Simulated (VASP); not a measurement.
An input for Ansatz (written as the equivalent of a VASP run, and not itself run):

Ansatz 0.2 input:
```yaml
crystal:
  lattice:
    - [2.5052433, -4.3392088, 0.0000000]
    - [2.5052433, 4.3392088, 0.0000000]
    - [0.0000000, 0.0000000, 5.5037802]
  atoms:
    - { symbol: Si, position: [0.0000000, 0.4748117, 0.3333330] }
    - { symbol: Si, position: [0.5251883, 0.5251883, 1.0000000] }
    - { symbol: Si, position: [0.4748117, 0.0000000, 0.6666670] }
    - { symbol: O, position: [0.2589387, 0.4147555, 0.2076985] }
    - { symbol: O, position: [0.5852445, 0.8441832, 0.8743655] }
    - { symbol: O, position: [0.7410613, 0.1558168, 0.4589675] }
    - { symbol: O, position: [0.8441832, 0.5852445, 0.1256345] }
    - { symbol: O, position: [0.4147555, 0.2589387, 0.7923015] }
    - { symbol: O, position: [0.1558168, 0.7410613, 0.5410325] }
kpoints:
  mp_grid: { grid: [6, 6, 5] }
hamiltonian:
  xc: pbe
  pseudopotentials: { kind: paw }
scf:
  occupations: { method: tetrahedron }
  max_iter: 100
output: { forces: true, stress: true, eigenvalues: true }
```

Q: Translate this input to VASP (INCAR, KPOINTS, POSCAR, choice of POTCAR).

A: One answer among several that fit: 
KPOINTS:
```
Automatic mesh
0
Gamma
6 6 5
0 0 0
```

POSCAR:
```
SiO2
1
    2.5052433124    -4.3392088241    -0.0000000000
    2.5052433124     4.3392088241    -0.0000000000
    0.0000000000     0.0000000000     5.5037801550
Si O
3 6
Direct
  0.0000000000   0.4748116890   0.3333330000
  0.5251883110   0.5251883110   1.0000000000
  0.4748116890   0.0000000000   0.6666670000
  0.2589386625   0.4147554966   0.2076984688
  0.5852445034   0.8441831659   0.8743654688
  0.7410613375   0.1558168341   0.4589675312
  0.8441831659   0.5852445034   0.1256345312
  0.4147554966   0.2589386625   0.7923015312
  0.1558168341   0.7410613375   0.5410324688
```

**INCAR**
```
ALGO  =  Normal
EDIFF  =  1E-7
ENCUT  =  520
GGA  =  PE
ISIF  =  2
ISMEAR  =  -5
LASPH  =  .TRUE.
LCHARG  =  .TRUE.
LEFG  =  .TRUE.
LORBIT  =  11
LREAL  =  .FALSE.
LWAVE  =  .FALSE.
NEDOS  =  601
NELM  =  100
PREC  =  Accurate
SYSTEM  =  SiO2
```

POTCAR, in this order: Si O (PBE.64 set). Program: vasp_std.

What does not carry over: each code has its own PAW files, so the cut-off isn't converted (ENCUT is set for VASP's; basis.ecutwfc is left out, and Ansatz then takes the one that its files recommend); Ansatz stops its SCF on the density residual and VASP on the energy change (EDIFF); the field gradients of LEFG aren't asked of the other code.

The compound is SiO2 in the quartz structure. It was relaxed first, which changed the volume by +6 %.
